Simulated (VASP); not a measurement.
# Cl on the Cs site in Cs2LiYCl6, part 8 of 10

How easily does Cl on the Cs site form in Cs2LiYCl6? The host is relaxed first, then a supercell is run with and without the defect. The start is a cell from a database of measured crystal structures.

VASP 6.6.1, plane waves and PAW; the level of theory is named at each step.

So far. Step 8 (The defect cell): The 12 first neighbours (Cl) lie 3.58 Å from the site in the perfect crystal and 3.62 Å on average from the atom on it after the relaxation (+0.9 %). Step 8 (The defect cell): Levels at the Fermi energy are partly filled: the carrier is shared among close levels or spread over a band.

## 10. Going on with the relaxation

Level of this step: LDA; plane waves and PAW (Cl, Cs_sv, Y_sv, Li) (VASP).

The relaxation goes on from where it stopped.

This cell carries charge +2, set by NELECT and balanced by a uniform background.

File INCAR:

```
SYSTEM = Cs15Li8Y8Cl49
PREC = Normal
ENCUT = 300
EDIFF = 1E-05
NELM = 120
ISMEAR = 0
SIGMA = 0.05
LREAL = Auto
ALGO = Fast
GGA = CA
NELECT = 572
LORBIT = 11
LWAVE = True
LCHARG = .FALSE.
IBRION = 2
NSW = 50
ISIF = 2
EDIFFG = -0.03
POTIM = 0.25
MAXMIX = 40
ISYM = 0
```

File POSCAR:

```
Cs15Li8Y8Cl49
1.0
    0.0000000000     10.1317993904     10.1317993904
   10.1317993904      0.0000000000     10.1317993904
   10.1317993904     10.1317993904      0.0000000000
Cl Cs Y Li
49 15 8 8
Direct
    0.4368140645      0.3502536696      0.4472759750
    0.3703857634      0.3717429467      0.1271394743
    0.3703770163      0.3684080014      0.6112142100
    0.3744690649      0.8724544068      0.1262940924
    0.3757243225      0.8721559359      0.6246897801
    0.8659825729      0.3771579074      0.1321380603
    0.8704741259      0.3761136485      0.6253870956
    0.8724589098      0.8717411093      0.1272795774
    0.8724510619      0.8727072888      0.6267041169
    0.1260919809      0.1275878661      0.3734029724
    0.1253117596      0.1266815773      0.8715097139
    0.1267118200      0.6300371643      0.3705433482
    0.1279200170      0.6263242364      0.8722801599
    0.6295331580      0.1270554821      0.3707797582
    0.6261438824      0.1284878066      0.8720362288
    0.6329017139      0.6244355805      0.3665207157
    0.6280803753      0.6275502900      0.8691812228
    0.3701329535      0.1293659895      0.3700694514
    0.3764031009      0.1337433043      0.8651557377
    0.3707363153      0.6404023350      0.3708685677
    0.3761811843      0.6247750233      0.8709625134
    0.8657116680      0.1331842002      0.3763811542
    0.8719486687      0.1275557753      0.8719589044
    0.8711948402      0.6244881600      0.3763882345
    0.8726963951      0.6265403344      0.8726356631
    0.1271717999      0.3717603037      0.3701871061
    0.1329422569      0.3771941465      0.8652370653
    0.1264150625      0.8723720696      0.3743735207
    0.1273007576      0.8717569768      0.8724611936
    0.6177031389      0.3689713509      0.3699930810
    0.6253295206      0.3761804896      0.8704422400
    0.6246869383      0.8720381717      0.3756301480
    0.6266702516      0.8727430131      0.8724308083
    0.1263557923      0.3737719654      0.1262734105
    0.1304056577      0.3720715896      0.6252987226
    0.1263161867      0.8727633115      0.1262689525
    0.1271497805      0.8724226554      0.6268927537
    0.6251365760      0.3720722630      0.1306637049
    0.6204407986      0.3709617591      0.6211393118
    0.6267758245      0.8724283092      0.1272239567
    0.6269498932      0.8711558303      0.6270957774
    0.3733664528      0.1276245496      0.1260961746
    0.3708750530      0.1269201163      0.6296473524
    0.3707475498      0.6296023307      0.1267591695
    0.3667775266      0.6233916953      0.6327724630
    0.8716153252      0.1267849520      0.1252076101
    0.8720514398      0.1284215427      0.6261922396
    0.8723327942      0.6263875168      0.1278328961
    0.8691191592      0.6275883864      0.6282553263
    0.3740995677      0.3741837218      0.8808826899
    0.3735717191      0.8766519679      0.3736044822
    0.3731852969      0.8764800618      0.8742707063
    0.8804684784      0.3741766458      0.3740333403
    0.8756175164      0.3732169770      0.8755596799
    0.8744227618      0.8763306689      0.3731677274
    0.8755154826      0.8748024378      0.8755127470
    0.1241611151      0.1247815996      0.1242314372
    0.1236105795      0.1230764920      0.6274508710
    0.1232547665      0.6278951261      0.1233630706
    0.1153072070      0.6318438880      0.6255625316
    0.6274256321      0.1231231310      0.1235774134
    0.6300674744      0.1136346120      0.6295072013
    0.6257273959      0.6313455088      0.1156590006
    0.6251187787      0.6262876680      0.6250542517
    0.9993580324      0.9978600132      0.9994501281
    0.9997501861      0.9998726946      0.5000713836
    0.9993636594      0.5013918205      0.9996826214
    0.0036649099      0.4996513247      0.4982097914
    0.5002238086      0.9997726133      0.9998038418
    0.4981784672      0.0032752678      0.4981239644
    0.4984359399      0.4994351585      0.0035789724
    0.4954792853      0.5168472995      0.4925086747
    0.2511745150      0.2499995339      0.2511837574
    0.2412952521      0.2418493035      0.7525181044
    0.2497487195      0.7457381829      0.2499616824
    0.2426063342      0.7548567010      0.7540862840
    0.7517689794      0.2426116873      0.2420318807
    0.7527810654      0.2448392513      0.7528134893
    0.7541756420      0.7548890058      0.2425222812
    0.7501631299      0.7507287511      0.7500830995
```

File KPOINTS:

```
Automatic mesh
0
Gamma
1 1 1
0 0 0
```

PAW data sets: Cl, Cs_sv, Y_sv and Li (LDA family, release 64).

Command:

```console
$ export OMP_NUM_THREADS=5
$ mpirun -np 1 vasp_gam
```

Output:

```text
[... set-up lines as in an earlier step ...]
 entering main loop
       N       E                     dE             d eps       ncg     rms          rms(c)
DAV:   1     0.515276249465E+04    0.51528E+04   -0.20898E+05   702   0.102E+03
DAV:   2     0.298237239395E+03   -0.48545E+04   -0.46550E+04  1037   0.281E+02
DAV:   3    -0.356969663143E+03   -0.65521E+03   -0.65133E+03   796   0.108E+02
DAV:   4    -0.383746361552E+03   -0.26777E+02   -0.26734E+02   884   0.227E+01
DAV:   5    -0.385130917900E+03   -0.13846E+01   -0.13841E+01  1076   0.436E+00BRMIX: very serious problems
 the old and the new charge density differ
 old charge density:   574.00000 new  571.99997
    0.930E+01
RMM:   6    -0.367657989024E+03    0.17473E+02   -0.33772E+01   713   0.603E+00    0.689E+01
RMM:   7    -0.371586608376E+03   -0.39286E+01   -0.39076E+01   801   0.602E+00    0.280E+01
RMM:   8    -0.367137142909E+03    0.44495E+01   -0.91101E+00   859   0.312E+00    0.102E+01
RMM:   9    -0.366816170434E+03    0.32097E+00   -0.62829E+00   768   0.262E+00    0.746E+00
[...]
RMM:  17    -0.366090637617E+03   -0.31111E-02   -0.47042E-03  1089   0.810E-02    0.159E+00
RMM:  18    -0.366087254794E+03    0.33828E-02   -0.31665E-03  1131   0.547E-02    0.101E+00
RMM:  19    -0.366084524096E+03    0.27307E-02   -0.12907E-03  1081   0.396E-02    0.161E-01
WARNING in EDDRMM: call to ZHEGV failed, returncode =   6  3    168
RMM:  20    -0.366084451536E+03    0.72560E-04   -0.38441E-04  1105   0.217E-02    0.620E-02
RMM:  21    -0.366084577469E+03   -0.12593E-03   -0.17242E-04   895   0.132E-02    0.235E-01
WARNING in EDDRMM: call to ZHEGV failed, returncode =   6  3    269
RMM:  22    -0.366084444527E+03    0.13294E-03   -0.82746E-05   785   0.931E-03    0.204E-02
RMM:  23    -0.366084443863E+03    0.66402E-06   -0.13882E-05   562   0.635E-03
   1 F= -.36608444E+03 E0= -.36604291E+03  d E =-.366084E+03
[... from here on, the cycles between the ionic steps are left out ...]
   2 F= -.36621152E+03 E0= -.36617003E+03  d E =-.127077E+00
[...]
WARNING in EDDRMM: call to ZHEGV failed, returncode =   8  4    173
   5 F= -.36663569E+03 E0= -.36659215E+03  d E =-.551245E+00
[...]
WARNING in EDDRMM: call to ZHEGV failed, returncode =   6  3    248
[...]
WARNING in EDDRMM: call to ZHEGV failed, returncode =   6  3    260
[...]
WARNING in EDDRMM: call to ZHEGV failed, returncode =   6  3    254
[...]
WARNING in EDDRMM: call to ZHEGV failed, returncode =   6  3    155
WARNING in EDDRMM: call to ZHEGV failed, returncode =   6  3    235
[...]
WARNING in EDDRMM: call to ZHEGV failed, returncode =   6  3    170
   9 F= -.36690650E+03 E0= -.36685971E+03  d E =-.114149E+00
[...]
WARNING in EDDRMM: call to ZHEGV failed, returncode =   6  3     78
[...]
WARNING in EDDRMM: call to ZHEGV failed, returncode =   8  4    166
[...]
WARNING in EDDRMM: call to ZHEGV failed, returncode =   6  3     76
WARNING in EDDRMM: call to ZHEGV failed, returncode =   6  3    262
[...]
WARNING in EDDRMM: call to ZHEGV failed, returncode =   6  3    198
  13 F= -.36702507E+03 E0= -.36697871E+03  d E =-.289412E-01
[...]
WARNING in EDDRMM: call to ZHEGV failed, returncode =   6  3     61
  17 F= -.36709316E+03 E0= -.36704652E+03  d E =-.499207E-01
[...]
WARNING in EDDRMM: call to ZHEGV failed, returncode =   6  3    180
[...]
WARNING in EDDRMM: call to ZHEGV failed, returncode =   6  3    220
  21 F= -.36715296E+03 E0= -.36710639E+03  d E =-.154071E-01
[...]
WARNING in EDDRMM: call to ZHEGV failed, returncode =   6  3    177
  25 F= -.36718796E+03 E0= -.36714144E+03  d E =-.139126E-01
[...]
WARNING in EDDRMM: call to ZHEGV failed, returncode =   6  3     67
  29 F= -.36721118E+03 E0= -.36716491E+03  d E =-.127814E-01
  33 F= -.36723203E+03 E0= -.36718588E+03  d E =-.961326E-02
[...]
WARNING in EDDRMM: call to ZHEGV failed, returncode =   8  4    279
  37 F= -.36724540E+03 E0= -.36719935E+03  d E =-.415895E-02
[...]
WARNING in EDDRMM: call to ZHEGV failed, returncode =   8  4    192
  41 F= -.36724982E+03 E0= -.36720375E+03  d E =-.441765E-02
[...]
WARNING in EDDRMM: call to ZHEGV failed, returncode =   6  3    194
WARNING in EDDRMM: call to ZHEGV failed, returncode =   6  3    227
[...]
WARNING in EDDRMM: call to ZHEGV failed, returncode =   6  3    281
  45 F= -.36725578E+03 E0= -.36720968E+03  d E =-.278381E-02
  49 F= -.36725758E+03 E0= -.36721150E+03  d E =-.182076E-02
  50 F= -.36725861E+03 E0= -.36721252E+03  d E =-.102439E-02
 trial-energy change:   -0.001024  1 .order   -0.001024   -0.001619   -0.000428
 step:   3.3532(harm=  3.3532)  dis= 0.00342  next Energy=  -367.258682 (dE=-0.110E-02)
 writing wavefunctions
```

Wall time 42 min (1 × NVIDIA H100 80GB HBM3, 81559 MiB with 1 MPI rank of AMD EPYC 7R13 (Zen 3), card shared with another run, shared host); peak memory 2 GiB.

OUTCAR, selected parts (step 10):

```text
 ion  position               nearest neighbor table
   1  0.437  0.350  0.447-   3 2.15  30 2.35  72 3.30
   2  0.370  0.372  0.127-  73 2.44  71 2.59
   3  0.370  0.368  0.611-   1 2.15  74 2.60  72 2.79
   4  0.374  0.872  0.126-  75 2.55  69 2.56
   5  0.376  0.872  0.625-  76 2.54  70 2.57
   6  0.866  0.377  0.132-  77 2.53  67 2.61
   7  0.870  0.376  0.625-  78 2.52  68 2.60
   8  0.872  0.872  0.127-  79 2.38  65 2.56
   9  0.872  0.873  0.627-  80 2.47  66 2.58
  10  0.126  0.128  0.373-  73 2.51  66 2.57
  11  0.125  0.127  0.872-  74 2.34  65 2.58
  12  0.127  0.630  0.371-  75 2.42  68 2.57
  13  0.128  0.626  0.872-  76 2.47  67 2.57
  14  0.630  0.127  0.371-  77 2.41  70 2.59
  15  0.626  0.128  0.872-  78 2.46  69 2.58
[...]
79  0.754  0.755  0.243-   8 2.38  40 2.46  48 2.47  32 2.54  24 2.55  16 2.55
  80  0.750  0.751  0.750-   9 2.47  33 2.48  49 2.48  25 2.48  17 2.49  41 2.49

 k-point     1 :       0.0000    0.0000    0.0000
  band No.  band energies     occupation
    ...
    283       0.1040      1.92629
    284       0.1208      1.81025
    285       0.1411      1.53979
    286       0.1487      1.39960
    287       0.1506      1.36069
    288       2.2125      0.00000
    289       4.8671      0.00000
    290       4.8770      0.00000
    291       4.8873      0.00000
    292       5.0105      0.00000
    ...

  Total      -15.6623401    -15.6438979    -12.1525763     -0.6278211      0.1420839      0.1025965
  in kB      -12.0636156    -12.0494108     -9.3602877     -0.4835671      0.1094374      0.0790230
  external PRESSURE =     -11.1577714 kB  Pullay stress =       0.0000000 kB

 POSITION                                       TOTAL-FORCE (eV/Angst)
 -----------------------------------------------------------------------------------
      8.16629      8.14672      7.58833         0.020279      0.040197     -0.003192
      5.07491      5.08818      7.53366         0.000775     -0.006992     -0.008214
      9.54937      9.55800      7.54921        -0.014873     -0.028840     -0.007142
     10.12146      4.96314     12.64737         0.006443      0.000353     -0.000053
     15.10569     10.13509     12.60085        -0.003200      0.001932     -0.010889
      4.94232     10.13143     12.65650         0.007854     -0.003241      0.003575
     10.12582     15.10997     12.60230         0.004363     -0.002640     -0.003929
     10.07712     10.10489     17.64517         0.017166      0.002135      0.002113
     15.18993     15.17958     17.69581         0.000927      0.002733     -0.016628
      5.06611      5.05505      2.59881        -0.000234      0.002645      0.006090
     10.22900     10.20448      2.51097        -0.001632      0.004755     -0.005105
     10.17670      5.10430      7.64477         0.006930     -0.001683      0.005512
     15.27076     10.13323      7.67684        -0.021136      0.001944     -0.008849
      5.11895     10.18391      7.64315        -0.009903     -0.001581     -0.004195
[...]
-----------------------------------------------------------------------------------
    total drift:                               -0.018125     -0.022667      0.020356

  FREE ENERGIE OF THE ION-ELECTRON SYSTEM (eV)
  ---------------------------------------------------
  free  energy   TOTEN  =      -367.2586054656 eV

  energy  without entropy=     -367.1664444601  energy(sigma->0) =     -367.21252496

[... 5 parts as in an earlier step ...]

[... 5 further parts left out ...]
[key lines of the parts left out:]
E-fermi :   0.1672
```

Relaxation path (22 of 50):

| step | energy less that of the first step (eV) | largest force (eV/Å) |
| --- | --- | --- |
| 1 | 0.0000 | 1.4742 |
| 3 | -0.4304 | 1.1868 |
| 6 | -0.6737 | 0.8556 |
| 8 | -0.7766 | 1.2904 |
| 10 | -0.8584 | 0.4861 |
| 13 | -0.9406 | 0.2874 |
| 15 | -0.9854 | 0.3930 |
| 17 | -1.0087 | 0.2757 |
| 20 | -1.0676 | 0.2198 |
| 22 | -1.0818 | 0.2074 |
| 24 | -1.0896 | 0.2414 |
| 27 | -1.1140 | 0.2953 |
| 29 | -1.1267 | 0.3579 |
| 31 | -1.1380 | 0.2107 |
| 34 | -1.1540 | 0.1340 |
| 36 | -1.1610 | 0.0895 |
| 38 | -1.1637 | 0.0564 |
| 41 | -1.1654 | 0.1150 |
| 43 | -1.1686 | 0.1578 |
| 45 | -1.1713 | 0.0486 |
| 48 | -1.1732 | 0.0853 |
| 50 | -1.1742 | 0.0451 |

The atoms that moved most (Å):

| atom | dx | dy | dz | length |
| --- | --- | --- | --- | --- |
| Cl1 | 0.086 | -0.811 | -0.386 | 0.902 |
| Cl3 | -0.376 | -0.387 | 0.064 | 0.544 |
| Cl30 | 0.041 | 0.202 | 0.284 | 0.351 |
| Cl35 | 0.127 | 0.017 | -0.200 | 0.237 |
| Cl6 | -0.218 | 0.019 | 0.061 | 0.227 |
| Cl16 | 0.168 | 0.079 | 0.084 | 0.204 |
| Cl45 | -0.126 | -0.001 | -0.148 | 0.195 |
| Y72 | -0.157 | 0.066 | 0.085 | 0.190 |

The run used up its steps with a largest force of 0.05 eV/Å at its last finished step, short of the threshold. The session uses it under a looser, picked bar, without proof that a minimum is near.

(Continued in part 9 of 10.)

[Lines on the potential files, build, host, timing and source positions are cut from VASP's logs without a mark.]

[Logs are printed without paths, hosts, clocks, repeated set-up lines and the standing remarks that a program may print on its own settings, such as how far it seeks lower states.]

[Hosts, paths, dates, database ids (printed as entryN), source tags and the programs' standing remarks are cut or masked in the printed files.]

[In band tables of VASP the shares of atoms and orbitals are scaled to a sum of 1 inside the atoms' spheres.]

[Runs that stopped without an error message from VASP are left out.]
